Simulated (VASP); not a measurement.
Wanted: the native input for a VASP 6.6.1 run.

```yaml
Task: single point
Functional: PBE
Potentials_or_basis: VASP PAW PBE potentials, release 64 (Ga_d, Sb)
Cutoff: 520 eV
k_mesh: 6 × 6 × 6
Occupations: gaussian, width 0.02 eV
Spin: no spin polarisation
Further_INCAR_settings: ALGO = Normal; EDIFF = 1e-07
```

The structure of GaSb lies in POSCAR:

```
GaSb
1.0
    0.0000000000      3.0590000000      3.0590000000
    3.0590000000      0.0000000000      3.0590000000
    3.0590000000      3.0590000000      0.0000000000
Ga Sb
1 1
Direct
    0.0000000000      0.0000000000      0.0000000000
    0.2500000000      0.2500000000      0.2500000000
```

One way to write it, as run:

INCAR

```
PREC = Accurate
ENCUT = 520
EDIFF = 1E-7
ISMEAR = 0
SIGMA = 0.02
LREAL = F
LASPH = T
NELM = 80
ALGO = Normal
ISIF = 2
LWAVE = F
LCHARG = F
GGA = PE
```

KPOINTS

```
Automatic mesh
0
Gamma
  6 6 6
```

Potentials or basis: VASP PAW PBE potentials, release 64 (Ga_d, Sb).

Launch:

```sh
$ cat potpaw_PBE.64/Ga_d/POTCAR potpaw_PBE.64/Sb/POTCAR > POTCAR
$ mpirun -np 1 vasp_std > vasp.out
```

Results of the run:

```
Pressure               : 2.4 GPa
Band gap on the k mesh : 0.03 eV, direct
```

Caveat: spin-orbit coupling is left out, which moves the levels of the heavy elements.

Run time: 13 s on 1 thread of Intel(R) Xeon(R) Platinum 8488C (Sapphire Rapids), with other jobs on the host, peak memory 0.18 GiB.
